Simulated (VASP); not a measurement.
```
CELL_PARAMETERS angstrom
      0.00000     2.46396     2.46396
      2.46396     0.00000     2.46396
      2.46396     2.46396     0.00000
ATOMIC_POSITIONS crystal
  Hf 0.00000 0.00000 0.00000
  O  0.25000 0.25000 0.25000
  O  0.75000 0.75000 0.75000
```

Calculation: r2SCAN meta-GGA, VASP's PBE PAW potentials (set 64) (plane waves; VASP). Run with 620 eV cut-off, 8×8×8 Γ-centred mesh, Gaussian smearing of 0.050 eV, potentials Hf_pv O.

Energy and stress use the plane-wave basis of the starting cell.

Problem. The ions, cell shape and volume at an external pressure of 30.0 GPa are relaxed. Predict the relaxed structure.

Solution. 
```
CELL_PARAMETERS angstrom
      0.00000     2.44241     2.44241
      2.44241     0.00000     2.44241
      2.44241     2.44241     0.00000
ATOMIC_POSITIONS crystal
  Hf 0.00000 0.00000 0.00000
  O  0.25000 0.25000 0.25000
  O  0.75000 0.75000 0.75000
```
Space group Fm-3m (225), at a tolerance of 0.03 Å.

Problem. How do energy and volume change from the first to the last step?

Solution. The energy (σ→0) changes by +40.0 meV/atom and the volume by -2.6 %, in 3 ionic steps.

The compound is HfO2 in the fluorite structure, the high-temperature cubic form, which is unstable at 0 K; the monoclinic form is the stable one. This run relaxes it under an external pressure of 30 GPa. Symmetry was kept, so distortions that lower it aren't found.
